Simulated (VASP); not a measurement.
Here is the system:

```yaml
crystal:
  lattice:
    - [0.00000, 2.69045, 2.69045]
    - [2.69045, 0.00000, 2.69045]
    - [2.69045, 2.69045, 0.00000]
  atoms:
    - { symbol: Ca, position: [0.00000, 0.00000, 0.00000] }
    - { symbol: F, position: [0.75000, 0.75000, 0.75000] }
    - { symbol: F, position: [0.25000, 0.25000, 0.25000] }
```

Method: PBE GGA, VASP's PBE PAW potentials (set 64) (plane waves; VASP 6.6.1). Numerical set-up: 400 eV cut-off, 11×11×11 Γ-centred mesh, Gaussian smearing of 0.010 eV, potentials Ca_sv F.

At this cut-off the stress carries a Pulay error, which pulls relaxed volumes low.

Task: Give the stress tensor in GPa (positive for a compressed cell).

Result: 
```
-1.97   0.00   0.00
 0.00  -1.97   0.00
 0.00   0.00  -1.97
```
The pressure is its mean diagonal, -1.97 GPa.

The structure comes from a computed database's CaF2 entry; how it stands against other phases isn't given here. The cell was not relaxed at this level.
